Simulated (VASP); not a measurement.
OSZICAR of a VASP run on ZrB (relaxed from the CsCl type structure, space group Pm-3m):

OSZICAR:
```
       N       E                     dE             d eps       ncg     rms          rms(c)
DAV:   1     0.935953587776E+02    0.93595E+02   -0.75435E+03  1232   0.124E+03
DAV:   2    -0.117173445061E+02   -0.10531E+03   -0.10191E+03  1378   0.305E+02
DAV:   3    -0.163842294053E+02   -0.46669E+01   -0.45134E+01  1982   0.558E+01
DAV:   4    -0.165191037099E+02   -0.13487E+00   -0.13419E+00  1591   0.865E+00
DAV:   5    -0.165230366006E+02   -0.39329E-02   -0.39321E-02  1845   0.117E+00    0.931E+00
DAV:   6    -0.148318577016E+02    0.16912E+01   -0.11674E+01  1445   0.188E+01    0.345E+00
DAV:   7    -0.146430573845E+02    0.18880E+00   -0.86218E-01  1554   0.627E+00    0.209E+00
DAV:   8    -0.146185051986E+02    0.24552E-01   -0.15929E-01  1588   0.267E+00    0.346E-01
DAV:   9    -0.146146496827E+02    0.38555E-02   -0.27161E-02  1694   0.815E-01    0.219E-01
DAV:  10    -0.146145644518E+02    0.85231E-04   -0.15985E-03  1594   0.434E-01    0.320E-02
DAV:  11    -0.146145219913E+02    0.42460E-04   -0.24195E-04  1580   0.773E-02    0.606E-03
DAV:  12    -0.146145217619E+02    0.22940E-06   -0.96384E-06  1473   0.349E-02
   1 F= -.14614522E+02 E0= -.14615220E+02  d E =-.146145E+02
       N       E                     dE             d eps       ncg     rms          rms(c)
DAV:   1    -0.495541215961E+02   -0.34940E+02   -0.10720E+03  1235   0.370E+02    0.658E+01
DAV:   2    -0.191163630747E+02    0.30438E+02   -0.53135E+01  1240   0.928E+01    0.211E+01
DAV:   3    -0.147926981061E+02    0.43237E+01   -0.21187E+01  1767   0.482E+01    0.124E+01
DAV:   4    -0.150498895414E+02   -0.25719E+00   -0.10666E+00  1432   0.889E+00    0.540E+00
DAV:   5    -0.152882409446E+02   -0.23835E+00   -0.14777E+00  1749   0.101E+01    0.547E+00
DAV:   6    -0.153274355814E+02   -0.39195E-01   -0.89837E-02  1438   0.340E+00    0.187E+00
DAV:   7    -0.153617856745E+02   -0.34350E-01   -0.67780E-02  1776   0.213E+00    0.479E-01
DAV:   8    -0.153612827260E+02    0.50295E-03   -0.13677E-03  1511   0.336E-01    0.801E-02
DAV:   9    -0.153612488601E+02    0.33866E-04   -0.90451E-05  1822   0.913E-02    0.237E-02
DAV:  10    -0.153612808353E+02   -0.31975E-04   -0.26632E-05  1846   0.574E-02    0.608E-03
DAV:  11    -0.153612810837E+02   -0.24844E-06   -0.13628E-06   837   0.811E-03
   2 F= -.15361281E+02 E0= -.15361311E+02  d E =-.746759E+00
       N       E                     dE             d eps       ncg     rms          rms(c)
DAV:   1    -0.197409969228E+02   -0.43797E+01   -0.12812E+02  1247   0.144E+02    0.218E+01
DAV:   2    -0.165887925051E+02    0.31522E+01   -0.19309E+01  1579   0.481E+01    0.796E+00
DAV:   3    -0.158632142583E+02    0.72558E+00   -0.18749E+00  1613   0.125E+01    0.132E+00
DAV:   4    -0.158810050240E+02   -0.17791E-01   -0.52026E-01  1716   0.564E+00    0.160E+00
DAV:   5    -0.159201134147E+02   -0.39108E-01   -0.21323E-02  1837   0.125E+00    0.875E-01
DAV:   6    -0.159562574492E+02   -0.36144E-01   -0.65754E-02  1881   0.171E+00    0.190E-01
DAV:   7    -0.159568952662E+02   -0.63782E-03   -0.55382E-04  1454   0.277E-01    0.563E-02
DAV:   8    -0.159570064450E+02   -0.11118E-03   -0.20958E-04  1848   0.120E-01    0.690E-03
DAV:   9    -0.159570063878E+02    0.57218E-07   -0.21376E-06  1234   0.147E-02
   3 F= -.15957006E+02 E0= -.15957193E+02  d E =-.134248E+01
       N       E                     dE             d eps       ncg     rms          rms(c)
DAV:   1    -0.159633358201E+02   -0.63294E-02   -0.18015E-01  1256   0.513E+00    0.872E-01
DAV:   2    -0.159576392681E+02    0.56966E-02   -0.17772E-02  1365   0.161E+00    0.219E-01
DAV:   3    -0.159570454215E+02    0.59385E-03   -0.41785E-03  1719   0.542E-01    0.850E-02
DAV:   4    -0.159571614892E+02   -0.11607E-03   -0.22934E-04  1737   0.116E-01    0.599E-02
DAV:   5    -0.159572620456E+02   -0.10056E-03   -0.17338E-04  1858   0.887E-02    0.376E-02
DAV:   6    -0.159572825922E+02   -0.20547E-04   -0.16296E-05  1860   0.359E-02    0.784E-03
DAV:   7    -0.159572839093E+02   -0.13171E-05   -0.69429E-07   661   0.101E-02    0.169E-03
DAV:   8    -0.159572841460E+02   -0.23672E-06   -0.14441E-07   625   0.452E-03
   4 F= -.15957284E+02 E0= -.15957400E+02  d E =-.134276E+01
       N       E                     dE             d eps       ncg     rms          rms(c)
DAV:   1    -0.159593276601E+02   -0.20438E-02   -0.60655E-02  1256   0.298E+00    0.505E-01
DAV:   2    -0.159574374504E+02    0.18902E-02   -0.60940E-03  1365   0.946E-01    0.128E-01
DAV:   3    -0.159572338497E+02    0.20360E-03   -0.14041E-03  1722   0.317E-01    0.506E-02
DAV:   4    -0.159572676299E+02   -0.33780E-04   -0.76194E-05  1698   0.663E-02    0.336E-02
DAV:   5    -0.159572942717E+02   -0.26642E-04   -0.55961E-05  1853   0.503E-02    0.229E-02
DAV:   6    -0.159572986763E+02   -0.44046E-05   -0.66679E-06  1626   0.226E-02    0.465E-03
DAV:   7    -0.159572985081E+02    0.16817E-06   -0.30711E-07   628   0.629E-03
   5 F= -.15957299E+02 E0= -.15957455E+02  d E =-.143621E-04
       N       E                     dE             d eps       ncg     rms          rms(c)
DAV:   1    -0.159578146828E+02   -0.51601E-03   -0.13769E-02  1256   0.142E+00    0.241E-01
DAV:   2    -0.159573776471E+02    0.43704E-03   -0.13683E-03  1368   0.447E-01    0.607E-02
DAV:   3    -0.159573314570E+02    0.46190E-04   -0.31976E-04  1716   0.150E-01    0.238E-02
DAV:   4    -0.159573413190E+02   -0.98620E-05   -0.17381E-05  1708   0.318E-02    0.163E-02
DAV:   5    -0.159573499937E+02   -0.86747E-05   -0.12948E-05  1811   0.242E-02    0.106E-02
DAV:   6    -0.159573523784E+02   -0.23847E-05   -0.10300E-06   910   0.102E-02    0.180E-03
DAV:   7    -0.159573526013E+02   -0.22289E-06   -0.29126E-07   616   0.447E-03
   6 F= -.15957353E+02 E0= -.15957490E+02  d E =-.684553E-04
```

Q: Which electronic solver shows in the log?

A: It is blocked Davidson (ALGO = Normal, or the opening steps of other solvers). The INCAR had ALGO = Normal.

Q: Can the final energy be trusted as converged?

A: The calculation finished and met its thresholds. It stopped with EDIFF = 1E-6, NELM = 100, NSW = 60 and EDIFFG = -0.01 after 6 ionic steps (PBEsol GGA, plane waves, VASP's PBE PAW potentials (set 64)). Energy and stress use the plane-wave basis of the starting cell.

The structure was generated: ZrB was put into the CsCl type type (Pm-3m), which need not be its known phase. This run relaxes it. Symmetry was kept, so distortions that lower it aren't found. The electron count is odd and the run is not spin-polarised, which forces a metal.
